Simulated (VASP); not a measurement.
A VASP calculation is set up with these files.

### POSCAR
```
SiC
1.0
  0.0000000000   2.2366490000   2.2366490000
  2.2366490000   0.0000000000   2.2366490000
  2.2366490000   2.2366490000   0.0000000000
Si C
1 1
Cart
  0.0000000000   0.0000000000   0.0000000000
  1.1183245000   1.1183245000   1.1183245000
```

File KPOINTS:
```
Regular mesh
0
G
 6 6 6
0 0 0
```

**INCAR**
```
NELM = 100   # most electronic steps
ENCUT = 500   # plane-wave cut-off (eV)
ALGO = Normal   # blocked Davidson
LCHARG = .False.
LWAVE = .True.
LASPH = .True.   # aspherical one-centre terms
GGA = PE
SYSTEM = SiC
ISMEAR = 0   # Gaussian
LREAL = .False.   # projection in real space or not
EDIFF = 1E-8   # SCF stop (eV)
PREC = Normal
SIGMA = 0.01   # width (eV)
```

POTCAR, in this order: Si_GW C_GW_new (PBE.64 set). Program: vasp_std.

### Question
Translate this PBE calculation to Ansatz.

### Answer
One equivalent input (not run):
Ansatz 0.2 input:
```yaml
crystal:
  lattice:
    - [0.0000000, 2.2366490, 2.2366490]
    - [2.2366490, 0.0000000, 2.2366490]
    - [2.2366490, 2.2366490, 0.0000000]
  atoms:
    - { symbol: Si, position: [0.0000000, 0.0000000, 0.0000000] }
    - { symbol: C, position: [0.2500000, 0.2500000, 0.2500000] }
kpoints:
  mp_grid: { grid: [6, 6, 6] }
hamiltonian:
  xc: pbe
  pseudopotentials: { kind: paw }
scf:
  occupations: { method: gaussian, width: 0.01 }
  max_iter: 100
output: { forces: true, stress: true, eigenvalues: true }
```
Limits of the translation: each code has its own PAW files, so the cut-off isn't converted (ENCUT is set for VASP's; basis.ecutwfc is left out, and Ansatz then takes the one that its files recommend); Ansatz stops its SCF on the density residual and VASP on the energy change (EDIFF).

The compound is SiC in the zinc blende structure. This cell is one point of a volume scan, at 1.08 of the reference volume.
